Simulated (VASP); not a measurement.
Input of a VASP 6.6.1 run:

Contents of INCAR:

```
PREC = Accurate
ENCUT = 520
EDIFF = 1E-7
ISMEAR = 0
SIGMA = 0.01
LREAL = False
LASPH = True
NELM = 100
ALGO = Normal
ISIF = 2
LWAVE = False
LCHARG = False
GGA = PE
NBANDS = 20
```

Contents of KPOINTS:

```
regular mesh
0
Gamma
  6 6 6
```

The input POSCAR:

```
NaLiCl2
1.0
    1.8915979397      1.0921145797      6.2476405587
   -1.8915979397      1.0921145797      6.2476405587
    0.0000000000     -2.1842291593      6.2476405587
Li Na Cl
1 1 2
Direct
    1.0000000000      0.0000000000      0.0000000000
    0.5000000000      0.5000000000      0.5000000000
    0.2566860793      0.2566860793      0.2566860793
    0.7433139207      0.7433139207      0.7433139207
```

Potentials or basis: VASP PAW PBE potentials, release 64 (Li_sv, Na_pv, Cl).

Command:

```bash
$ cat potpaw_PBE.64/Li_sv/POTCAR potpaw_PBE.64/Na_pv/POTCAR potpaw_PBE.64/Cl/POTCAR > POTCAR
$ mpirun -np 1 vasp_std > vasp.out
```

(1) What does it give for the band gap on the k mesh?

(2) Predict the largest force.

Results:

(1) 5.60 eV, direct.

(2) 0.068 eV/Å.
